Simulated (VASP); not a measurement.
Here is a VASP 6.6.1 calculation.

The input INCAR:

```
PREC = Accurate
ENCUT = 600
EDIFF = 1E-6
ISMEAR = 1
SIGMA = 0.1
LREAL = False
LASPH = True
NELM = 80
ALGO = Normal
ISIF = 3
LWAVE = False
LCHARG = False
GGA = CA
IBRION = 2
NSW = 90
EDIFFG = -0.01
```

Contents of KPOINTS:

```
Automatic mesh
0
Gamma
  14 14 14
```

Contents of POSCAR:

```
Na
1.0
   -2.1410000000      2.1410000000      2.1410000000
    2.1410000000     -2.1410000000      2.1410000000
    2.1410000000      2.1410000000     -2.1410000000
Na
1
Direct
    0.0000000000      0.0000000000      0.0000000000
```

Potentials or basis: VASP PAW LDA potentials, release 64 (Na_pv).

The run is started by

```bash
$ cat potpaw_LDA.64/Na_pv/POTCAR > POTCAR
$ mpirun -np 1 vasp_std > vasp.out
```

**Question.** Predict the space group after relaxing (to 0.05 Å).

**Answer.** Im-3m (No. 229).

**Question.** Predict the band gap on the k mesh.

**Answer.** None (metal or under the smearing width).

Final structure:
```
Na
1.0
    -2.02288    2.02288    2.02288
     2.02288   -2.02288    2.02288
     2.02288    2.02288   -2.02288
Na
1
Direct
  0.00000 0.00000 0.00000
```

 Zero-point motion and thermal expansion aren't in these numbers.
